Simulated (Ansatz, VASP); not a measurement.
**Si5GeO12 (germanium-doped silica glass): VASP beside Ansatz**

Wanted: the spread between two codes on one cell, functional and k mesh. The structure shown is the start of the Ansatz relaxation below; VASP solves that cell, so the two are compared at the walk's first step.

Main program and level: Ansatz 0.2.0; plane waves, with VASP 6.6.1 beside it; single point at PBE.

## 1. The structure

The cell holds 36 atoms: 2 Ge, 10 Si and 24 O. Cell: a = 7.751 Å, b = 7.751 Å, c = 7.751 Å, α = 90.0°, β = 90.0°, γ = 90.0°. As first built, before any earlier steps moved the atoms (in the runner's words): kind germanium-doped silica glass; units_of_the_quenched_model {'SiO2': 10, 'GeO2': 2}; melt_K 3000; rate_K_ps 20; atoms 36.

## 2. Ansatz: relaxation, PBE

Ansatz runs on its PAW soft_1 files.

The two programs are compared at the cell with which this relaxation starts, whose forces are those of its first step.

input.yaml

```yaml
crystal:
  lattice:
    - [7.7513477608, 0.0, 0.0]
    - [0.0, 7.7513477608, 0.0]
    - [0.0, 0.0, 7.7513477608]
  atoms:
    - { symbol: Ge, position: [0.04477, 0.613692, 0.388399] }
    - { symbol: Ge, position: [0.723605, 0.514343, 0.674046] }
    - { symbol: Si, position: [0.998712, 0.036181, 0.37354] }
    - { symbol: Si, position: [0.232444, 0.337111, 0.870527] }
    - { symbol: Si, position: [0.508557, 0.860934, 0.152901] }
    - { symbol: Si, position: [0.779897, 0.57284, 0.084734] }
    - { symbol: Si, position: [0.294814, 0.305007, 0.474072] }
    - { symbol: Si, position: [0.708102, 0.105157, 0.661633] }
    - { symbol: Si, position: [0.523982, 0.262295, 0.156405] }
    - { symbol: Si, position: [0.220683, 0.753381, 0.873058] }
    - { symbol: Si, position: [0.446952, 0.810475, 0.551403] }
    - { symbol: Si, position: [0.956693, 0.04735, 0.969099] }
    - { symbol: O, position: [0.553121, 0.982909, 0.616567] }
    - { symbol: O, position: [0.555638, 0.06003, 0.128397] }
    - { symbol: O, position: [0.189232, 0.547261, 0.860554] }
    - { symbol: O, position: [0.075721, 0.212731, 0.916526] }
    - { symbol: O, position: [0.780687, 0.587296, 0.876298] }
    - { symbol: O, position: [0.797833, 0.049421, 0.841612] }
    - { symbol: O, position: [0.888144, 0.530855, 0.527689] }
    - { symbol: O, position: [0.929225, 0.062219, 0.177127] }
    - { symbol: O, position: [0.959188, 0.559062, 0.184049] }
    - { symbol: O, position: [0.461568, 0.276921, 0.355121] }
    - { symbol: O, position: [0.287821, 0.293238, 0.677392] }
    - { symbol: O, position: [0.154244, 0.169834, 0.402741] }
    - { symbol: O, position: [0.37939, 0.796977, 0.002979] }
    - { symbol: O, position: [0.563826, 0.647809, 0.5976] }
    - { symbol: O, position: [0.230755, 0.499024, 0.421669] }
    - { symbol: O, position: [0.069769, 0.87708, 0.928279] }
    - { symbol: O, position: [0.858486, 0.086188, 0.515163] }
    - { symbol: O, position: [0.663701, 0.409136, 0.131254] }
    - { symbol: O, position: [0.423502, 0.839324, 0.346609] }
    - { symbol: O, position: [0.04316, 0.835774, 0.390052] }
    - { symbol: O, position: [0.373091, 0.307971, 0.01737] }
    - { symbol: O, position: [0.675321, 0.742241, 0.148069] }
    - { symbol: O, position: [0.281231, 0.80295, 0.676657] }
    - { symbol: O, position: [0.660971, 0.304247, 0.687692] }
  symmetry: { detect: false }
kpoints:
  mp_grid: { grid: [2, 2, 2] }
scf:
  occupations: { method: fermi_dirac, width: 0.05 }
hamiltonian:
  xc: pbe
  pseudopotentials: { kind: paw, azcp: { folder: soft_1 } }
output:
  forces: true
  stress: true
relax:
  f_tol: 0.04
  max_steps: 100
  escape_saddle: false
  cell: { stress_tol: 0.4, fix: [] }
```

Launch:

```sh
$ ansatz run input.yaml --threads 4 --pin off --max-ram 16384MiB --backend cpu --events-out ev --progress --plain --runs-dir out
```

Numbers of over 12 decimals in the logs are rounded to 6 here.

The program printed:

```text
Engine: ansatz 0.2.0, aarch64-unknown-linux-gnu
Pseudopotentials: kind: paw
Pseudopotential: Ge, paw, valence charge 14, recommended cutoff 420 eV (normal), soft_1/Ge.paw.azcp
Pseudopotential: Si, paw, valence charge 4, recommended cutoff 420 eV (normal), soft_1/Si.paw.azcp
Pseudopotential: O, paw, valence charge 6, recommended cutoff 420 eV (normal), soft_1/O.paw.azcp
Functional definition: PBE
  parameter kappa = 0.804
  parameter beta = 0.066725
  exchange = pbe_x(kappa = kappa, mu = beta*pi^2/3)
  correlation = pbe_c(beta = beta)
Crystal: 36 atoms, lattice volume = 465.727 Å³
Basis set: ecut = 420 eV, 9045 PW (Γ), exchange–correlation on 108×108×108 points (8 copies of the dense FFT grid, shifted against one another)
Bands: 142, of which v1, the nominal top of the filled ones, is band 106 counted from 1 (105 counted from 0)
Symmetry: 1 space group operations
k-points: 8
Non-local potential: Ge, projectors of the file, l = 0: 2, l = 1: 2, l = 2: 3, l = 3: 1
Non-local potential: Si, projectors of the file, l = 0: 2, l = 1: 2, l = 2: 1
Non-local potential: O, projectors of the file, l = 0: 2, l = 1: 2, l = 2: 1
PAW form: soft (Blöchl's): semilocal exchange-correlation on the pseudo side does not see the compensation charge
PAW one-centre angular grid: Ge, 590 points (default); XC on 64 Gauss nodes
PAW one-centre angular grid: Si, 110 points (default); XC on 64 Gauss nodes
PAW one-centre angular grid: O, 110 points (default); XC on 64 Gauss nodes
Initial density: superposition of atomic densities (chi_scale 0.1, normalization cell, long waves kept (reshape's long-wave potential 0.45 eV rms))
Initial wavefunctions: pseudopotential atomic-orbital guess
Functional: x = pbe(κ = 0.804, μ = 0.219515), c = pbe(β = 0.066725)
SCF iter   1: F=—  HF=-28617.157608 eV  |F-HF|=—  |Δ(HF+E_count)|=         —  Δρ=1.31e-1  dr2=6.91e1  ethr=3.10e-3  ⟨swp⟩=6.0  Hψ=5310  notcnv=0  defer=101
preconditioner: auto → Resta (q_TF=auto, 2.393 Å⁻¹)  ε∞=2.9  [insulator: Δε(μ)=4.813 eV  Ē_g=17.519 eV  σ=0.050 eV  W_gap=1.00  n_scr=92 (ndim 8)  ℏωp=23.8 eV  f_vac=0.034  D(μ)=0.00/eV (n_scr^D=0)  ε∞_Penn≈2.9]
SCF iter   2: F=—  HF=-28597.686679 eV  |F-HF|=—  |Δ(HF+E_count)|=    1.95e1  Δρ=4.47e-2  dr2=4.73e0  ethr=3.10e-3  ⟨swp⟩=3.0  Hψ=2437  notcnv=0  defer=248
SCF iter   3: F=—  HF=-28596.974570 eV  |F-HF|=—  |Δ(HF+E_count)|=   7.12e-1  Δρ=2.07e-2  dr2=1.32e0  ethr=2.23e-3  ⟨swp⟩=3.1  Hψ=1001  notcnv=0  defer=249
SCF iter   4: F=—  HF=-28596.904904 eV  |F-HF|=—  |Δ(HF+E_count)|=   6.97e-2  Δρ=3.51e-3  dr2=4.72e-2  ethr=6.23e-4  ⟨swp⟩=3.2  Hψ=2014  notcnv=0  defer=250
SCF iter   5: F=—  HF=-28596.906109 eV  |F-HF|=—  |Δ(HF+E_count)|=   1.20e-3  Δρ=1.56e-3  dr2=1.05e-2  ethr=2.23e-5  ⟨swp⟩=2.4  Hψ=2000  notcnv=0  defer=248
SCF iter   6: F=—  HF=-28596.915900 eV  |F-HF|=—  |Δ(HF+E_count)|=   9.79e-3  Δρ=5.71e-4  dr2=1.45e-3  ethr=4.95e-6  ⟨swp⟩=2.0  Hψ=1512  notcnv=0  defer=248
SCF iter   7: F=—  HF=-28596.916868 eV  |F-HF|=—  |Δ(HF+E_count)|=   9.68e-4  Δρ=2.30e-4  dr2=2.49e-4  ethr=6.86e-7  ⟨swp⟩=2.0  Hψ=1730  notcnv=0  defer=248
SCF iter   8: F=—  HF=-28596.917047 eV  |F-HF|=—  |Δ(HF+E_count)|=   1.79e-4  Δρ=7.62e-5  dr2=2.57e-5  ethr=1.17e-7  ⟨swp⟩=2.0  Hψ=1497  notcnv=0  defer=248
SCF iter   9: F=—  HF=-28596.917221 eV  |F-HF|=—  |Δ(HF+E_count)|=   1.74e-4  Δρ=5.61e-5  dr2=1.04e-5  ethr=1.21e-8  ⟨swp⟩=2.0  Hψ=1744  notcnv=0  defer=248
SCF iter  10: F=—  HF=-28596.917219 eV  |F-HF|=—  |Δ(HF+E_count)|=   2.50e-6  Δρ=1.13e-5  dr2=4.34e-7  ethr=4.91e-9  ⟨swp⟩=2.0  Hψ=1736  notcnv=0  defer=248
SCF iter  11: F=-28596.917219 eV  HF=-28596.917219 eV  |F-HF|=4.40e-8  |Δ(HF+E_count)|=   6.46e-7  Δρ=3.70e-6  dr2=5.53e-8  ethr=4.72e-11  ⟨swp⟩=5.0  Hψ=4163  notcnv=0
SCF 1 converged in 11 iterations: F = -28596.917219 eV  dr2 = 5.53e-8
  greatest PAW one-centre occupation: 0.999 electrons in one spin orbital (limit 2), on the Ge atom at site 1 (counted from 0), in its partial waves of l = 2
relax step   1: F+E_penalty+E_count = -28596.91721943 eV  Δ(F+E_penalty+E_count) = +0.000e0 eV  max|allowed force component| = 1.969e0 eV/Å  Δτ_max = 0.0000 Å  P = +5.847 GPa  Ω = 465.727 Å³  (11 SCF iters, dr2 threshold 1.00e-7 eV, accepted)
[...]
relax step  19: F+E_penalty+E_count = -28599.85398199 eV  Δ(F+E_penalty+E_count) = -3.714e-3 eV  max|allowed force component| = 2.486e-2 eV/Å  Δτ_max = 0.0110 Å  P = -0.027 GPa  Ω = 526.286 Å³  energy of the carried Pulay correction = -1.326e-2 eV  (8 SCF iters, accepted)
[...]
relax step  20: F+E_penalty+E_count = -28599.87017349 eV  Δ(F+E_penalty+E_count) = -1.619e-2 eV  max|allowed force component| = 2.479e-2 eV/Å  Δτ_max = 0.0000 Å  P = -0.014 GPa  Ω = 526.286 Å³  stress off target by 6.45e-2 GPa  SCF on the basis re-selected at this cell (its energy is not comparable with the rows above)  (4 SCF iters)
basis re-selected at this cell: Δ(F+E_penalty+E_count) = -1.619e-2 eV, ΔP = +0.013 GPa vs the last step (what re-selecting the basis moved, of the pressure what is left beyond the Pulay correction that the steps carried, after the strain that the cell walked since its last selection, with what the two solves' SCF thresholds leave and, on support functions, any second-order correction that the steps lacked; it is no m [...]
SCF converged after 4 iterations
Free energy (F): -28599.870173 eV
Harris-Foulkes:  -28599.870173 eV  (|F-HF|=7.42e-9)
Internal energy: -28599.870173 eV  (E = F + TS)
E sigma→0 (E₀):  -28599.870173 eV
Fermi energy:    3.829100 eV
--- Per-component energies (eV) ---
  E_band       = -1441.886871
  E_kinetic    = 4735.129410
  E_local      = -19261.612883  (includes V_loc(G=0)·N_el)
  E_nonlocal   = 1927.227330
  E_hartree    = 7832.225328
  E_xc         = -2428.855277
  E_vxc        = -2805.119834  (∫ρ·V_xc dr)
  E_paw        = -13091.356988  (= ΣΔE_a)
  E_vpaw       = -1701.981166  (= ΣTr[D̂ρ^β])
  E_aug_tail   = 0.019802  (compensation charges beyond the density's cutoff)
  E_ewald      = -8312.646896
  E_smearing   = -0.000000  (= −TS)
  E_closure    = 0.000000  (closes the sum)
  Σ components = -28599.870173   (vs F -28599.870173, Δ=0.00e0)
--- Forces (eV/Å), atoms counted from 1 ---
  atom   1  Ge    -0.00344056    -0.00224554    -0.00311935
  atom   2  Ge     0.00295070    -0.00143837    -0.00172372
  atom   3  Si    -0.00070622     0.00176683     0.00054397
  atom   4  Si     0.00239537    -0.00080052     0.00138288
  atom   5  Si    -0.00528575    -0.00521809     0.00050003
  atom   6  Si    -0.00058665    -0.00003347    -0.00015247
  atom   7  Si    -0.00224342     0.00178270     0.00201959
  atom   8  Si     0.00033303     0.00036252     0.00711291
  atom   9  Si     0.00040399     0.00075589    -0.00029839
  atom  10  Si     0.00751987     0.01039513    -0.01011045
  atom  11  Si     0.00181640     0.00270144    -0.00133697
  atom  12  Si    -0.00098065     0.00211935     0.00097303
  atom  13  O     -0.00234723    -0.00420906    -0.00616954
  atom  14  O     -0.00127489    -0.00386412     0.00176553
  atom  15  O      0.00390291     0.00159715    -0.00138600
  atom  16  O     -0.00159094    -0.00590186    -0.00020379
  atom  17  O     -0.00308249    -0.00086154     0.00087170
  atom  18  O     -0.00776462     0.00422379    -0.00467765
  atom  19  O      0.00026541     0.00151673    -0.00346717
  atom  20  O      0.00428502    -0.00174463    -0.00128249
  atom  21  O      0.00458414     0.00250468     0.00504004
  atom  22  O      0.00412832     0.00088597    -0.00319452
  atom  23  O     -0.00145345     0.00084399     0.00151947
  atom  24  O      0.00066049     0.00025058    -0.00244642
[...]
atom  29  O      0.00166083     0.00005296     0.00019183
  atom  30  O      0.00174733     0.00067835    -0.00124514
  atom  31  O      0.00405326     0.00085204    -0.00520089
  atom  32  O     -0.00158480    -0.00064365     0.00111753
  atom  33  O     -0.00244325     0.00075149     0.00252489
  atom  34  O     -0.00535289    -0.00006088     0.00025265
  atom  35  O     -0.01702013    -0.00539152     0.02479472
  atom  36  O      0.00490947    -0.00320488     0.00007322
  max |Σ_I F_I| component: 8.57e-6 eV/Å
--- Stress (GPa, compression-positive) ---
        0.060108       0.000669       0.000991
        0.000669      -0.037291       0.002916
        0.000993       0.002911      -0.064205
  P = ⅓ Tr σ = -0.0138 GPa (-0.138 kbar)
--- Relaxed structure (17 steps of the walk, 16 accepted, 3 SCFs on fresh bases) ---
  F+E_penalty+E_count = -28599.87017349 eV   max|allowed force component| = 2.479e-2 eV/Å   (the final SCF, on the basis selected at the relaxed cell)
  cell:  # Å, volume = 526.2860 Å³
    - [9.152545, -0.00688868, -0.00679527]
    - [-0.00688868, 7.608862, -0.00556951]
    - [-0.00679527, -0.00556951, 7.557203]
  atoms:
    - { symbol: Ge, position: [-0.021892, 0.599237, 0.386764] }
    - { symbol: Ge, position: [0.727214, 0.497922, 0.682428] }
    - { symbol: Si, position: [0.982253, 0.024502, 0.343216] }
    - { symbol: Si, position: [0.239746, 0.367381, 0.848800] }
    - { symbol: Si, position: [0.497192, 0.867451, 0.196728] }
    - { symbol: Si, position: [0.715747, 0.566778, 0.107041] }
    - { symbol: Si, position: [0.225675, 0.313710, 0.433426] }
    - { symbol: Si, position: [0.767915, 0.089397, 0.646480] }
    - { symbol: Si, position: [0.473367, 0.269824, 0.141916] }
    - { symbol: Si, position: [0.274775, 0.769595, 0.897482] }
    - { symbol: Si, position: [0.517496, 0.805629, 0.594235] }
    - { symbol: Si, position: [1.024127, 0.063860, 0.935733] }
    - { symbol: O, position: [0.647218, 0.934556, 0.662508] }
    - { symbol: O, position: [0.529688, 0.067069, 0.130808] }
    - { symbol: O, position: [0.203889, 0.575044, 0.875258] }
    - { symbol: O, position: [0.100188, 0.257105, 0.922765] }
    - { symbol: O, position: [0.741492, 0.584323, 0.895631] }
    - { symbol: O, position: [0.895128, 0.049600, 0.790088] }
    - { symbol: O, position: [0.901387, 0.526913, 0.587893] }
    - { symbol: O, position: [0.953134, 0.040408, 0.131528] }
    - { symbol: O, position: [0.874788, 0.540875, 0.200584] }
    - { symbol: O, position: [0.373553, 0.293844, 0.317503] }
    - { symbol: O, position: [0.270128, 0.323464, 0.641604] }
    - { symbol: O, position: [0.121753, 0.143108, 0.401822] }
    - { symbol: O, position: [0.363479, 0.780123, 0.084445] }
    - { symbol: O, position: [0.584346, 0.606279, 0.571174] }
    - { symbol: O, position: [0.147389, 0.494882, 0.367340] }
    - { symbol: O, position: [0.143596, 0.911678, 0.896855] }
    - { symbol: O, position: [0.836375, 0.093056, 0.446718] }
    - { symbol: O, position: [0.614052, 0.398975, 0.156997] }
    - { symbol: O, position: [0.451388, 0.867901, 0.404855] }
    - { symbol: O, position: [0.019059, 0.823141, 0.399763] }
    - { symbol: O, position: [0.385493, 0.315487, -0.039605] }
    - { symbol: O, position: [0.645381, 0.751688, 0.174461] }
    - { symbol: O, position: [0.384928, 0.810678, 0.734929] }
    - { symbol: O, position: [0.683388, 0.273780, 0.687107] }
```

The column dr2 measures how far the density is from self-consistency, as an energy; F and HF (Harris–Foulkes) agree once it is small.

[end of part 1 of 2]

[Lines on the potential files, build, host, timing and source positions are cut from VASP's logs without a mark.]

[Logs are printed without paths, hosts, clocks, repeated set-up lines and the standing remarks that a program may print on its own settings, such as how far it seeks lower states.]

[Hosts, paths, dates, database ids (printed as entryN), source tags and the programs' standing remarks are cut or masked in the printed files.]
